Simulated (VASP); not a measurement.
## Ta2N: interstitial N from one void to a neighbouring one

Wanted: the minimum-energy path in Ta2N for this move: interstitial N from one void to a neighbouring one. The start is a computed cell from the Materials Project.

Method: LDA; plane waves and PAW (Ta, N), in VASP 6.6.1.

### Step 1. The host crystal

It takes space group P-3m1 (No. 164, trigonal). Conventional cell: a = 3.113 Å, b = 3.113 Å, c = 4.870 Å, α = 90.00°, β = 90.00°, γ = 120.00°. Nearest to Ta lie 3 N at 2.18 Å. N has 6 Ta at 2.18 Å nearest. Farther neighbours and most contacts between anions are not listed.

### Step 2. Relax the host

First cell and atoms are relaxed at a raised cutoff, so that later runs start from this functional's own cell.

The input, INCAR:

```
SYSTEM = Ta2N
PREC = Accurate
ENCUT = 520
EDIFF = 1E-06
NELM = 120
ISMEAR = 0
SIGMA = 0.1
LREAL = .FALSE.
ALGO = Normal
GGA = CA
NBANDS = 13
LASPH = .TRUE.
LORBIT = 11
LWAVE = .FALSE.
LCHARG = .FALSE.
KPAR = 3
IBRION = 2
NSW = 40
ISIF = 3
EDIFFG = -0.02
POTIM = 0.4
```

The input, POSCAR:

```
Ta2N
1.0
    3.1128615060      0.0000000000      0.0000000000
   -1.5564307530      2.6958171426      0.0000000000
    0.0000000000      0.0000000000      4.8698410000
Ta N
2 1
Direct
    0.3333333333      0.6666666667      0.2547110000
    0.6666666667      0.3333333333      0.7452890000
    0.0000000000      0.0000000000      0.0000000000
```

The input, KPOINTS:

```
Automatic mesh
0
Gamma
7 7 4
0 0 0
```

Potentials, in the order of the species: Ta and N (LDA family, release 64).

Run with:

```bash
mpirun -np 3 vasp_std
```

Log:

```text
[banner, memory and clock lines left out]
running    3 mpi-ranks, on    1 nodes
 distrk:  each k-point on    1 cores,    3 groups
 distr:  one band on    1 cores,    1 groups

 POSCAR found type information on POSCAR TaN
 POSCAR found :  2 types and       3 ions
 LDA part: xc-table for (Slater(with rela. corr.)+CA(PZ))
 , standard interpolation
 POSCAR, INCAR and KPOINTS ok, starting setup
 FFT: planning ... GRIDC
 FFT: planning ... GRID_SOFT
 FFT: planning ... GRID
 WAVECAR not read
 entering main loop
       N       E                     dE             d eps       ncg     rms          rms(c)
DAV:   1     0.236120916460E+02    0.23612E+02   -0.64046E+03   728   0.985E+02
DAV:   2    -0.378280431284E+02   -0.61440E+02   -0.56410E+02   983   0.170E+02
DAV:   3    -0.410461903496E+02   -0.32181E+01   -0.30736E+01  1033   0.369E+01
DAV:   4    -0.410995085376E+02   -0.53318E-01   -0.53200E-01   898   0.460E+00
DAV:   5    -0.411004812522E+02   -0.97271E-03   -0.97184E-03  1061   0.512E-01    0.263E+01
DAV:   6    -0.382635341172E+02    0.28369E+01   -0.15902E+01   908   0.248E+01    0.126E+01
DAV:   7    -0.378190817305E+02    0.44445E+00   -0.16629E+00   828   0.895E+00    0.655E+00
DAV:   8    -0.377158883257E+02    0.10319E+00   -0.29465E-01   888   0.386E+00    0.418E-01
DAV:   9    -0.377108837764E+02    0.50045E-02   -0.39071E-02   903   0.117E+00    0.205E-01
DAV:  10    -0.377096857274E+02    0.11980E-02   -0.57782E-03   913   0.464E-01    0.763E-02
DAV:  11    -0.377095210792E+02    0.16465E-03   -0.68210E-04   931   0.172E-01    0.224E-02
DAV:  12    -0.377095247195E+02   -0.36403E-05   -0.40826E-05   912   0.468E-02    0.681E-03
DAV:  13    -0.377095247045E+02    0.15007E-07   -0.81671E-07   668   0.564E-03
   1 F= -.37709525E+02 E0= -.37707406E+02  d E =-.377095E+02
 curvature:   0.00 expect dE= 0.000E+00 dE for cont linesearch  0.000E+00
 trial: gam= 0.00000 g(F)=  0.119E-01 g(S)=  0.523E+00 ort = 0.000E+00 (trialstep = 0.100E+01)
 search vector abs. value=  0.535E+00
 bond charge predicted
       N       E                     dE             d eps       ncg     rms          rms(c)
DAV:   1    -0.379274766622E+02   -0.21795E+00   -0.19550E+01   728   0.402E+01    0.109E+01
DAV:   2    -0.374532017368E+02    0.47427E+00   -0.20454E+00   868   0.102E+01    0.642E+00
DAV:   3    -0.373948802190E+02    0.58322E-01   -0.18428E-01   843   0.322E+00    0.292E+00
DAV:   4    -0.373774717405E+02    0.17408E-01   -0.29617E-02   908   0.117E+00    0.246E-01
DAV:   5    -0.373772714721E+02    0.20027E-03   -0.20246E-03   868   0.290E-01    0.140E-01
DAV:   6    -0.373772281424E+02    0.43330E-04   -0.42459E-04   919   0.140E-01    0.243E-02
DAV:   7    -0.373772180605E+02    0.10082E-04   -0.32997E-05   921   0.430E-02    0.123E-02
DAV:   8    -0.373772184393E+02   -0.37886E-06   -0.21204E-06   739   0.101E-02
   2 F= -.37377218E+02 E0= -.37376063E+02  d E =0.332306E+00
[...]
3 F= -.37802083E+02 E0= -.37800540E+02  d E =-.925581E-01
[...]
4 F= -.37802194E+02 E0= -.37800663E+02  d E =-.926695E-01
[...]
5 F= -.37802168E+02 E0= -.37800645E+02  d E =-.926435E-01
[...]
6 F= -.37803336E+02 E0= -.37802093E+02  d E =-.116810E-02
[...]
7 F= -.37803340E+02 E0= -.37802103E+02  d E =-.117150E-02
[...]
8 F= -.37803307E+02 E0= -.37802054E+02  d E =0.330393E-04
 trial-energy change:    0.000033  1 .order    0.000033   -0.000227    0.000294
 step:   0.3828(harm=  0.3828)  dis= 0.00027  next Energy=   -37.803389 (dE=-0.494E-04)
 bond charge predicted
       N       E                     dE             d eps       ncg     rms          rms(c)
DAV:   1    -0.378034535928E+02   -0.14680E-03   -0.24788E-03   728   0.413E-01    0.996E-02
DAV:   2    -0.378033978869E+02    0.55706E-04   -0.26296E-04   923   0.112E-01    0.545E-02
DAV:   3    -0.378033911861E+02    0.67008E-05   -0.22160E-05   911   0.349E-02    0.263E-02
DAV:   4    -0.378033891335E+02    0.20526E-05   -0.41164E-06   838   0.132E-02    0.225E-03
DAV:   5    -0.378033890915E+02    0.41946E-07   -0.22280E-07   399   0.317E-03
   9 F= -.37803389E+02 E0= -.37802146E+02  d E =-.493863E-04
 curvature:  -0.19 expect dE=-0.667E-05 dE for cont linesearch -0.888E-10
 trial: gam= 0.13363 g(F)=  0.308E-04 g(S)=  0.400E-05 ort = 0.346E-06 (trialstep = 0.779E+00)
 search vector abs. value=  0.396E-04
 reached required accuracy - stopping structural energy minimisation
```

The job ended after 53 s (3 MPI ranks of AMD EPYC 7571, shared host; peak memory 0.38 GiB; 2.2 min of CPU time).

The logs omit lines about the potential files and the build; timing stands in the text.

From OUTCAR (step 2):

```text
ion  position               nearest neighbor table
   1  0.333  0.667  0.255-   3 2.18   3 2.18   3 2.18   2 2.99   2 2.99   2 2.99   2 3.06   2 3.06
                             2 3.06
   2  0.667  0.333  0.745-   3 2.18   3 2.18   3 2.18   1 2.99   1 2.99   1 2.99   1 3.06   1 3.06
                             1 3.06
   3  0.000  0.000  0.000-   1 2.18   2 2.18   1 2.18   2 2.18   2 2.18   1 2.18

  LATTYP: Found a hexagonal cell.
 ALAT       =     3.1128615060
 C/A-ratio  =     1.5644258476

 Subroutine GETGRP returns: Found 12 space group operations
 (whereof 12 operations were pure point group operations)

The static configuration has the point symmetry D_3d.

 Found     28 irreducible k-points:

   k-points           NKPTS =     28   k-points in BZ     NKDIM =     28   number of bands    NBANDS=     13

   dimension x,y,z NGX =    24 NGY =   24 NGZ =   36
   dimension x,y,z NGXF=    48 NGYF=   48 NGZF=   72

   ENCUT  =  520.0 eV  38.22 Ry    6.18 a.u.   5.79  5.79  9.05*2*pi/ulx,y,z

   NELECT =      15.0000    total number of electrons

 k-points in reciprocal lattice and weights: Automatic mesh
   0.00000000  0.00000000  0.00000000       0.005
   0.14285714  0.00000000  0.00000000       0.031
   0.28571429 -0.00000000  0.00000000       0.031
   0.42857143  0.00000000  0.00000000       0.031
   0.14285714  0.14285714  0.00000000       0.031
   0.28571429  0.14285714  0.00000000       0.061
   0.42857143  0.14285714  0.00000000       0.031
   0.28571429  0.28571429  0.00000000       0.031
   0.00000000  0.00000000  0.25000000       0.010
[...]
0.42857143  0.14285714  0.50000000       0.031
   0.28571429  0.28571429  0.50000000       0.031

 average (electrostatic) potential at core
       1 -34.3142       2 -34.3142       3 -62.4997

 E-fermi :   8.1335

 k-point     1 :       0.0000    0.0000    0.0000
  band No.  band energies     occupation
    ...
      4       1.7259      2.00000
      5       3.3734      2.00000
      6       7.4512      2.00000
      7       7.8150      1.99999
      8       7.8150      1.99999
      9       8.2692      0.05493
     10       8.2692      0.05493
     11       8.4456      0.00001
     12       9.3365      0.00000
     13       9.3365      0.00000

 k-point     2 :       0.1429    0.0000    0.0000
  band No.  band energies     occupation
    ...
      4       1.7345      2.00000
      5       4.2285      2.00000
      6       6.0140      2.00000
      7       7.0002      2.00000
      8       7.8908      1.99940
      9       8.2792      0.03933
     10       8.4053      0.00012
     11       9.6456      0.00000
     12      10.4369      0.00000
     13      10.8356      0.00000

 k-point     3 :       0.2857   -0.0000    0.0000
  band No.  band energies     occupation
    ...
      3       0.8864      2.00000
      4       1.6317      2.00000
      5       4.1393      2.00000
      6       5.3118      2.00000
      7       6.2423      2.00000
      8       8.3896      0.00029
      9       9.6252      0.00000
     10      10.0002      0.00000
     11      10.2532      0.00000
     12      11.8839      0.00000
    ...

  Total       -0.0073755     -0.0073755     -0.0142092      0.0000000     -0.0000000      0.0000000
  in kB       -0.3033509     -0.3033509     -0.5844147      0.0000000     -0.0000000      0.0000000
  external PRESSURE =      -0.3970388 kB  Pullay stress =       0.0000000 kB

  energy-cutoff  :      520.00
  volume of cell :       38.95
      direct lattice vectors                 reciprocal lattice vectors
     3.073269969 -0.000000000  0.000000000     0.325386318  0.187861878  0.000000000
    -1.536634985  2.661529866 -0.000000000     0.000000000  0.375723757  0.000000000
    -0.000000000 -0.000000000  4.762417057    -0.000000000  0.000000000  0.209977410

 POSITION                                       TOTAL-FORCE (eV/Angst)
 -----------------------------------------------------------------------------------
     -0.00000      1.77435      1.20901         0.000000      0.000000     -0.019992
      1.53663      0.88718      3.55340        -0.000000     -0.000000      0.019992
      0.00000      0.00000      0.00000         0.000000      0.000000      0.000000
 -----------------------------------------------------------------------------------
    total drift:                               -0.000000      0.000000     -0.000000

  FREE ENERGIE OF THE ION-ELECTRON SYSTEM (eV)
  ---------------------------------------------------
  free  energy   TOTEN  =       -37.8033890915 eV

  energy  without entropy=      -37.8009034332  energy(sigma->0) =      -37.80214626

 reached required accuracy - stopping structural energy minimisation

 total charge
# of ion       s       p       d       tot
------------------------------------------
    1        0.607   0.910   3.538   5.055
    2        0.607   0.910   3.538   5.055
    3        1.235   2.503   0.000   3.739
--------------------------------------------------
tot          2.450   4.323   7.077  13.850

[... 3 further parts left out ...]
```

CONTCAR:

```
Ta2N
   1.00000000000000
     3.0732699690875611   -0.0000000000000000    0.0000000000000000
    -1.5366349845437806    2.6615298658612145   -0.0000000000000000
    -0.0000000000000000   -0.0000000000000000    4.7624170566192117
  Ta              N
     2     1
Direct
     0.3333333332999970    0.6666666667000030    0.2538656242256352
     0.6666666667000030    0.3333333332999970    0.7461343757743648
     0.0000000000000000    0.0000000000000000    0.0000000000000000
```

This run has no spin polarisation. Its electron count is odd, so without a moment it is a metal by construction. The k-mesh is coarse for a metal. The data set Ta keeps the semicore shell frozen, which is cheaper and a little less accurate. The run keeps the 12 symmetry operations of its start, so it cannot find a distortion of lower symmetry.

The steps of the relaxation:

| step | energy less that of the first step (eV) | largest force (eV/Å) | pressure (GPa) | volume (Å³) |
| --- | --- | --- | --- | --- |
| 1 | 0.0000 | 0.3928 | -14.38 | 40.87 |
| 2 | 0.3323 | 1.1743 | 40.26 | 35.35 |
| 3 | -0.0926 | 0.0062 | -0.50 | 39.01 |
| 4 | -0.0927 | 0.0208 | 0.02 | 38.95 |
| 5 | -0.0926 | 0.0310 | 0.34 | 38.91 |
| 6 | -0.0938 | 0.0157 | 0.32 | 38.91 |
| 7 | -0.0938 | 0.0185 | 0.32 | 38.91 |
| 8 | -0.0938 | 0.0218 | -0.50 | 39.01 |
| 9 | -0.0939 | 0.0200 | -0.04 | 38.95 |

| conventional cell, symmetrised | before | after | change |
| --- | --- | --- | --- |
| a (Å) | 3.113 | 3.073 | -1.3 % |
| b (Å) | 3.113 | 3.073 | -1.3 % |
| c (Å) | 4.870 | 4.762 | -2.2 % |
| volume (Å³/atom) | 13.62 | 12.98 | -4.7 % |

The relaxed structure:

```cif
data_structure
_symmetry_space_group_name_H-M 'P 1'
_symmetry_Int_Tables_number 1
_cell_length_a 3.0733
_cell_length_b 3.0733
_cell_length_c 4.7624
_cell_angle_alpha 90.000
_cell_angle_beta 90.000
_cell_angle_gamma 120.000
_cell_volume 38.95
loop_
_atom_site_label
_atom_site_type_symbol
_atom_site_fract_x
_atom_site_fract_y
_atom_site_fract_z
_atom_site_occupancy
Ta1 Ta 0.33333 0.66667 0.25387 1
Ta2 Ta 0.66667 0.33333 0.74613 1
N3 N 0.00000 0.00000 0.00000 1
```

This step gave:

* electronic cycles: 56
* electrons: 15
* free energy (TOTEN): -37.80 eV
* energy at zero smearing: -37.80 eV
* Fermi energy: 8.133 eV
* labelled metallic, from the levels on this mesh: yes

The run ended after 9 ionic steps, 0.094 eV below its first step, once forces and stress met EDIFFG = -0.02.

(Part 1 of 4 ends here.)

[Lines on the potential files, build, host, timing and source positions are cut from VASP's logs without a mark.]

[Logs are printed without paths, hosts, clocks, repeated set-up lines and the standing remarks that a program may print on its own settings, such as how far it seeks lower states.]

[Hosts, paths, dates, database ids (printed as entryN), source tags and the programs' standing remarks are cut or masked in the printed files.]

[Runs that stopped without an error message from VASP are left out.]
